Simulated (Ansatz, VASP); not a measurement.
One calculation of ZnHgO2, two programs

The input INCAR:

```
ALGO = Normal
EDIFF = 1E-6
EDIFFG = -0.02
ENCUT = 600
GGA = RP
IBRION = 2
ISIF = 3
ISMEAR = -1
IVDW = 13
LASPH = True
LCHARG = False
LREAL = False
LWAVE = False
NELM = 100
NSW = 40
PREC = Accurate
SIGMA = 0.05
```

The input KPOINTS:

```
k-points
0
Gamma
  5 5 6
```

The input POSCAR:

```
ZnHgO2
1.0
    4.0092200000      0.0000000000      0.0000000000
    0.0000000000      4.0092200000      0.0000000000
    0.0000000000      0.0000000000      3.3045900000
Zn Hg O
1 1 2
Direct
    0.0000000000      0.0000000000      0.0000000000
    0.5000000000      0.5000000000      0.5000000000
    0.5000000000      0.0000000000      0.0000000000
    0.0000000000      0.5000000000      0.0000000000
```

input.yaml

```yaml
crystal:
  lattice:
    - [4.00922, 0.0, 0.0]
    - [0.0, 4.00922, 0.0]
    - [0.0, 0.0, 3.30459]
  atoms:
    - { symbol: Zn, position: [0.0, 0.0, 0.0] }
    - { symbol: Hg, position: [0.5, 0.5, 0.5] }
    - { symbol: O, position: [0.5, 0.0, 0.0] }
    - { symbol: O, position: [0.0, 0.5, 0.0] }
hamiltonian:
  xc: rpbe
  pseudopotentials: { kind: paw }
  dispersion: d4
kpoints:
  mp_grid: { grid: [5, 5, 6] }
scf:
  occupations: { method: fermi_dirac, width: 0.05 }
output:
  forces: true
  stress: true
  eigenvalues: true
relax:
  f_tol: 0.01
  max_steps: 40
  cell: { stress_tol: 0.05 }
```

The cell was built by a generator and needn't be a form met in nature.

Alike in both runs: task relaxation of cell and atoms; functional RPBE; dispersion D4; k mesh 5 × 5 × 6; occupations fermi-dirac, width 0.05 eV; no spin polarisation.

|  | VASP | Ansatz |
| --- | --- | --- |
| version | VASP 6.6.1 | Ansatz 0.2.0 |
| potentials or method | VASP PAW PBE potentials, release 64 (Zn, Hg, O) | Ansatz PAW |
| plane-wave cutoff (eV) | 600 | 420 |
| valence electrons in the cell | 36 | 44 |

```csv
,VASP,Ansatz,Ansatz less VASP
"gap on the k mesh at the Fermi level, each at its own relaxed structure (eV)",none,none,-
relaxed volume (Å³/atom),13.08,12.99,-0.087
relaxed cell length with the largest relative difference (Å),4.012,4.001,-0.0111
energy change over the relaxation (meV/atom),-1,-2,-0.8
```

A gap of «none» marks a metal or a gap that the smearing closes. The two sets of potentials don't hold the same shells in valence.

Caveats: pairwise dispersion overbinds metals, which lowers pressure and volume; the PAW data sets were made with another functional, which shifts forces and pressure a little (VASP); the plane-wave basis is chosen anew once the cell has moved, so the energies of steps on either side of that aren't comparable (Ansatz); the pressure holds a Pulay correction of +0.5 GPa for the finite cutoff (Ansatz); the PAW data sets come from PBE, with cores solved anew for the run's functional, which leaves a small shift of forces and pressure (Ansatz). The runs have no spin-orbit coupling, so splittings on Hg are missing.
